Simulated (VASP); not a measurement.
# BaRe2 (P6_3/mmc) in VASP: single point with PBE

Aim: the single point of BaRe2 with PBE.

Everything below comes from runs of VASP 6.6.1. Logs are shortened: lines on timing, memory, paths and dates and some standing lists are left out, and cuts for length are marked.

## 1. The cell of the first run

Symmetry: P6_3/mmc, No. 194, hexagonal system. Conventional cell: a = 4.168 Å, b = 4.168 Å, c = 10.885 Å, α = 90.00°, β = 90.00°, γ = 120.00°. Around Ba (site symmetry -6m2) lie 12 Re at 3.54 to 3.73 Å. Re (site symmetry 3m) is surrounded by 3 Re at 2.42 Å.

The cell was built by a generator and needn't be a form met in nature.

## 2. Single point, PBE (species swapped into the BaTl2 type (P6_3/mmc, No. 194))

INCAR reads:

```
  ALGO = Fast
  EDIFF = 1E-7
  ENCUT = 520
  GGA = PE
  ISIF = 2
  ISMEAR = 0
  LASPH = T
  LCHARG = T
  LELF = T
  LREAL = F
  LVHAR = T
  LWAVE = F
  NBANDS = 33
  NELM = 100
  PREC = Accurate
  SIGMA = 0.1
```

KPOINTS reads:

```
k-points
0
Gamma
  12 12 4
```

POSCAR reads:

```
BaRe2
1.0
    4.1678300059      0.0000000000      0.0000000000
   -2.0839150029      3.6094466637      0.0000000000
    0.0000000000      0.0000000000     10.8854850254
Ba Re
2 4
Direct
    0.0000000000      0.0000000000      0.2500000000
    0.0000000000      0.0000000000      0.7500000000
    0.3333333333      0.6666666667      0.4879635660
    0.6666666667      0.3333333333      0.9879635660
    0.6666666667      0.3333333333      0.5120364340
    0.3333333333      0.6666666667      0.0120364340
```

Potentials or basis: VASP PAW PBE potentials, release 64 (Ba_sv, Re).

Started as:

```sh
$ cat potpaw_PBE.64/Ba_sv/POTCAR potpaw_PBE.64/Re/POTCAR > POTCAR
$ mpirun -np 1 vasp_std > vasp.out
```

OUTCAR:

```text
EDIFF = 1E-7
   ENCUT = 520
   GGA = PE
   ISIF = 2
   ISMEAR = 0
   LASPH = T
   LREAL = F
   NELM = 100
   PREC = Accurate

 ion  position               nearest neighbor table
   1  0.000  0.000  0.250-   3 3.54   6 3.54   3 3.54   6 3.54   3 3.54   6 3.54   5 3.73   4 3.73
                             4 3.73   5 3.73   4 3.73   5 3.73
   2  0.000  0.000  0.750-   4 3.54   5 3.54   4 3.54   5 3.54   4 3.54   5 3.54   3 3.73   6 3.73
                             3 3.73   6 3.73   3 3.73   6 3.73
   3  0.333  0.667  0.488-   5 2.42   5 2.42   5 2.42   1 3.54   1 3.54   1 3.54   2 3.73   2 3.73
                             2 3.73
   4  0.667  0.333  0.988-   6 2.42   6 2.42   6 2.42   2 3.54   2 3.54   2 3.54   1 3.73   1 3.73
                             1 3.73
   5  0.667  0.333  0.512-   3 2.42   3 2.42   3 2.42   2 3.54   2 3.54   2 3.54   1 3.73   1 3.73
                             1 3.73
   6  0.333  0.667  0.012-   4 2.42   4 2.42   4 2.42   1 3.54   1 3.54   1 3.54   2 3.73   2 3.73
                             2 3.73

  LATTYP: Found a hexagonal cell.
 ALAT       =     4.1678300059
 C/A-ratio  =     2.6117871914

  Lattice vectors:

 A1 = (   4.1678300059,   0.0000000000,   0.0000000000)
 A2 = (  -2.0839150029,   3.6094466637,   0.0000000000)
 A3 = (   0.0000000000,   0.0000000000,  10.8854850254)

Analysis of symmetry for initial positions (statically):
=====================================================================
 Subroutine PRICEL returns:
 Original cell was already a primitive cell.

 Routine SETGRP: Setting up the symmetry group for a
 hexagonal supercell.

 Subroutine GETGRP returns: Found 24 space group operations
 (whereof 12 operations were pure point group operations)
 out of a pool of 24 trial point group operations.

The static configuration has the point symmetry D_3d.
 The point group associated with its full space group is D_6h.

Analysis of symmetry for dynamics (positions and initial velocities):
=====================================================================
 Subroutine PRICEL returns:
 Original cell was already a primitive cell.

 Routine SETGRP: Setting up the symmetry group for a
 hexagonal supercell.

 Subroutine GETGRP returns: Found 24 space group operations
 (whereof 12 operations were pure point group operations)
 out of a pool of 24 trial point group operations.

The dynamic configuration has the point symmetry D_3d.
 The point group associated with its full space group is D_6h.

 Subroutine INISYM returns: Found 24 space group operations
 (whereof 12 operations are pure point group operations),
 and found     1 'primitive' translations

----------------------------------------------------------------------------------------

                                     Primitive cell

  volume of cell :     163.7564

  direct lattice vectors                    reciprocal lattice vectors
     4.167830006  0.000000000  0.000000000     0.239933010  0.138525388  0.000000000
    -2.083915003  3.609446664  0.000000000     0.000000000  0.277050776  0.000000000
     0.000000000  0.000000000 10.885485025     0.000000000  0.000000000  0.091865452

  length of vectors
     4.167830006  4.167830006 10.885485025     0.277050776  0.277050776  0.091865452

  position of ions in fractional coordinates (direct lattice)
     0.000000000  0.000000000  0.250000000
     0.000000000  0.000000000  0.750000000
     0.333333333  0.666666667  0.487963566
     0.666666667  0.333333333  0.987963566
     0.666666667  0.333333333  0.512036434
     0.333333333  0.666666667  0.012036434

  ion indices of the primitive-cell ions
   primitive index   ion index
                 1           1
                 2           2
                 3           3
                 4           4
                 5           5
                 6           6

----------------------------------------------------------------------------------------

 KPOINTS: k-points

Automatic generation of k-mesh.
 Grid dimensions read from file:
 generate k-points for:   12   12    4

 Generating k-lattice:

  Cartesian coordinates                     Fractional coordinates (reciprocal lattice)
     0.019994418  0.011543782  0.000000000     0.083333333 -0.000000000  0.000000000
     0.000000000  0.023087565  0.000000000     0.000000000  0.083333333  0.000000000
     0.000000000  0.000000000  0.022966363     0.000000000  0.000000000  0.250000000

  Length of vectors
     0.023087565  0.023087565  0.022966363

  Shift w.r.t. Gamma in fractional coordinates (k-lattice)
     0.000000000  0.000000000  0.000000000

 Subroutine IBZKPT returns following result:
 ===========================================

 Found     57 irreducible k-points:

 Following reciprocal coordinates:
            Coordinates               Weight
  0.000000  0.000000  0.000000      1.000000
  0.083333 -0.000000  0.000000      6.000000
  0.166667  0.000000  0.000000      6.000000
  0.250000  0.000000  0.000000      6.000000
  0.333333  0.000000  0.000000      6.000000
  0.416667 -0.000000  0.000000      6.000000
[... 16 lines left out ...]
  0.250000  0.000000  0.250000     12.000000
  0.333333  0.000000  0.250000     12.000000
 [... further k-points ...]
   k-points           NKPTS =     57   k-points in BZ     NKDIM =     57   number of bands    NBANDS=     33
   number of dos      NEDOS =    301   number of ions     NIONS =      6
   total plane-waves  NPLWV =  86016
   dimension x,y,z NGX =    32 NGY =   32 NGZ =   84
   dimension x,y,z NGXF=    64 NGYF=   64 NGZF=  168
   ions per type =               2   4
   NGX,Y,Z   is equivalent  to a cutoff of  12.76, 12.76, 12.83 a.u.
   NGXF,Y,Z  is equivalent  to a cutoff of  25.53, 25.53, 25.66 a.u.
 SYSTEM =  unknown system
   PREC   = accura    normal or accurate (medium, high low for compatibility)
   ISTART =      0    job   : 0-new  1-cont  2-samecut
   ICHARG =      2    charge: 1-file 2-atom 10-const
   ISPIN  =      1    spin polarized calculation?
   LNONCOLLINEAR =      F non collinear calculations
   LSORBIT =      F    spin-orbit coupling
   LASPH  =      T    aspherical Exc in radial PAW
   ENCUT  =  520.0 eV  38.22 Ry    6.18 a.u.   7.75  7.75 20.24*2*pi/ulx,y,z
   NELM   =    100;   NELMIN=  2; NELMDL= -5     # of ELM steps
   EDIFF  = 0.1E-06   stopping-criterion for ELM
   LREAL  =      F    real-space projection
   EDIFFG = 0.1E-05   stopping-criterion for IOM
   NSW    =      0    number of steps for IOM
   IBRION =     -1    ionic relax: 0-MD 1-quasi-New 2-CG
   NFREE  =      0    steps in history (QN), initial steepest desc. (CG)
   ISIF   =      2    stress and relaxation
   ISYM   =      2    0-nonsym 1-usesym 2-fastsym
   POTIM  = 0.5000    time-step for ionic-motion
   TEBEG  =    0.0;   TEEND  =   0.0 temperature during run
   PSTRESS=    0.0 pullay stress
   NELECT =      48.0000    total number of electrons
   NUPDOWN=      -1.0000    fix difference up-down
   EMIN   =  10.00;   EMAX   =-10.00  energy-range for DOS
   EFERMI =   0.00;   METHOD = LEGACY
   ISMEAR =     0;   SIGMA  =   0.10  broadening in eV -4-tet -1-fermi 0-gaus
   EFERMI_NEDOS =   21; number of points for ismear=-14 and -15
   IALGO  =     68    algorithm
   IMIX   =      4    mixing-type and parameters
     AMIX     =   0.40;   BMIX     =  1.00
     AMIX_MAG =   1.60;   BMIX_MAG =  1.00
  volume/ion in A,a.u.               =      27.29       184.18
  Fermi-wavevector in a.u.,A,eV,Ry     =   1.087483  2.055045 16.090509  1.182619
  Thomas-Fermi vector in A             =   2.223643
   LORBIT       =      0    0 simple, 1 ext, 2 COOP (PROOUT), +10 PAW based schemes
   GGA     = PE    functional components
   LHFCALC =     F    Hartree Fock is set to
   AEXX    =    0.0000 exact exchange contribution
   IVDW    =     0    specifies the selected vdW correction
   LEPSILON=     F    determine dielectric tensor
   LRPA    =     F    only Hartree local field effects (RPA)
 non-spin polarized calculation
 RMM-DIIS sequential band-by-band and
 Gauss-broadening in eV      SIGMA  =   0.10
  energy-cutoff  :      520.00
  volume of cell :      163.76
 maximum number of plane-waves:      4463
 NGX is ok and might be reduce to    32
   NGX = 15   NGY = 15   NGZ = 41

 number of electron      48.0000006 magnetization

 Free energy of the ion-electron system (eV)
  ---------------------------------------------------
  ext. energy  EPLUGINS =         0.00000000
  ---------------------------------------------------
  free energy    TOTEN  =       -49.32496919 eV

  energy without entropy =      -49.30980945  energy(sigma->0) =      -49.31738932

 E-fermi :   3.4385     XC(G=0): -10.2371

 val. band max:        3.4142347728   @ k =   0.2500   0.0833   0.0000
 cond. band min:       3.4770904806   @ k =   0.0833   0.0833   0.0000
 fundamental gap:      0.0628557078
 Fermi energy:         3.4385073228

 k-point     1 :       0.0000    0.0000    0.0000
  band No.  band energies     occupation
      1     -23.7628      2.00000
      2     -23.7590      2.00000
      3      -9.2176      2.00000
      4      -9.0396      2.00000
      5      -8.7316      2.00000
      6      -8.7316      2.00000
[... 25 lines left out ...]
     32       5.7376      0.00000
     33       6.5996      0.00000

 k-point     2 :       0.0833   -0.0000    0.0000
  band No.  band energies     occupation
      1     -23.7581      2.00000
      2     -23.7546      2.00000
      3      -9.2010      2.00000
      4      -9.0333      2.00000
      5      -8.7879      2.00000
      6      -8.7837      2.00000
[... 25 lines left out ...]
     32       5.5108      0.00000
     33       6.2257      0.00000

 k-point     3 :       0.1667    0.0000    0.0000
  band No.  band energies     occupation
      1     -23.7454      2.00000
      2     -23.7424      2.00000
      3      -9.1559      2.00000
      4      -9.0158      2.00000
      5      -8.9366      2.00000
      6      -8.9220      2.00000
[... 25 lines left out ...]
     32       5.5157      0.00000
     33       6.2476      0.00000

 k-point     4 :       0.2500    0.0000    0.0000
  band No.  band energies     occupation
      1     -23.7278      2.00000
      2     -23.7257      2.00000
      3      -9.1280      2.00000
      4      -9.1025      2.00000
      5      -9.0952      2.00000
      6      -8.9919      2.00000
[... 25 lines left out ...]
     32       5.9193      0.00000
     33       6.4534      0.00000

 k-point     5 :       0.3333    0.0000    0.0000
  band No.  band energies     occupation
      1     -23.7102      2.00000
      2     -23.7089      2.00000
      3      -9.3079      2.00000
      4      -9.2742      2.00000
      5      -9.0358      2.00000
      6      -8.9680      2.00000
[... 604 lines left out ...]
 k-point    22 :       0.1667    0.0000    0.2500
  band No.  band energies     occupation
      1     -23.7449      2.00000
      2     -23.7429      2.00000
      3      -9.1370      2.00000
      4      -9.0391      2.00000
      5      -8.9323      2.00000
      6      -8.9231      2.00000
[... 25 lines left out ...]
     32       5.4437      0.00000
     33       6.4967      0.00000

 k-point    23 :       0.2500    0.0000    0.2500
  band No.  band energies     occupation
      1     -23.7275      2.00000
      2     -23.7260      2.00000
      3      -9.1263      2.00000
      4      -9.1134      2.00000
      5      -9.0731      2.00000
      6      -9.0053      2.00000
[... 25 lines left out ...]
     32       5.7778      0.00000
     33       6.7383      0.00000

 k-point    24 :       0.3333    0.0000    0.2500
  band No.  band energies     occupation
      1     -23.7100      2.00000
      2     -23.7091      2.00000
      3      -9.3035      2.00000
      4      -9.2798      2.00000
      5      -9.0254      2.00000
      6      -8.9775      2.00000
[... 25 lines left out ...]
     32       6.1399      0.00000
     33       6.8254      0.00000

 [... further k-points ...]

------------------------ aborting loop because EDIFF is reached ----------------------------------------

  FORCE on cell =-STRESS in cart. coord.  units (eV):
  Direction    XX          YY          ZZ          XY          YZ          ZX
  --------------------------------------------------------------------------------------
  -------------------------------------------------------------------------------------
  Total       -0.7022256     -0.7022256      0.4742316     -0.0000000      0.0000000     -0.0000000
  in kB       -6.8705072     -6.8705072      4.6398367     -0.0000000      0.0000000     -0.0000000
  external PRESSURE =      -3.0337259 kB  Pullay stress =       0.0000000 kB

 VOLUME and BASIS-vectors are now :
 -----------------------------------------------------------------------------
  energy-cutoff  :      520.00
  volume of cell :      163.76
      direct lattice vectors                 reciprocal lattice vectors
     4.167830006  0.000000000  0.000000000     0.239933010  0.138525388  0.000000000
    -2.083915003  3.609446664  0.000000000     0.000000000  0.277050776  0.000000000
     0.000000000  0.000000000 10.885485025     0.000000000  0.000000000  0.091865452

 POSITION                                       TOTAL-FORCE (eV/Angst)
 -----------------------------------------------------------------------------------
      0.00000      0.00000      2.72137        -0.000000      0.000000      0.000000
      0.00000      0.00000      8.16411        -0.000000      0.000000      0.000000
     -0.00000      2.40630      5.31172         0.000000      0.000000      0.085480
      2.08392      1.20315     10.75446        -0.000000      0.000000      0.085480
      2.08392      1.20315      5.57376        -0.000000      0.000000     -0.085480
     -0.00000      2.40630      0.13102         0.000000     -0.000000     -0.085480
 -----------------------------------------------------------------------------------
    total drift:                               -0.000000      0.000000      0.000000

  FREE ENERGIE OF THE ION-ELECTRON SYSTEM (eV)
  ---------------------------------------------------
  free  energy   TOTEN  =       -49.3249691876 eV

  energy  without entropy=      -49.3098094500  energy(sigma->0) =      -49.31738932
```

Wall time 14 min (1 thread of Intel Xeon Platinum 8488C (Sapphire Rapids), shared host); peak memory 0.46 GiB.

Results:

| Item | Value |
| --- | --- |
| Free energy | -49.3250 eV |
| Pressure | -0.3 GPa |
| Largest force | 0.085 eV/Å |
| Band gap on the k mesh | none (metal or under the smearing width) |

Forces in eV/Å, atoms in the order of the input:
```
Ba   0.000  0.000  0.000
Ba   0.000  0.000  0.000
Re   0.000  0.000  0.085
Re   0.000  0.000  0.085
Re   0.000  0.000 -0.085
Re   0.000  0.000 -0.085
```

Spin-orbit coupling is left out, which matters for the levels of Ba, Re.
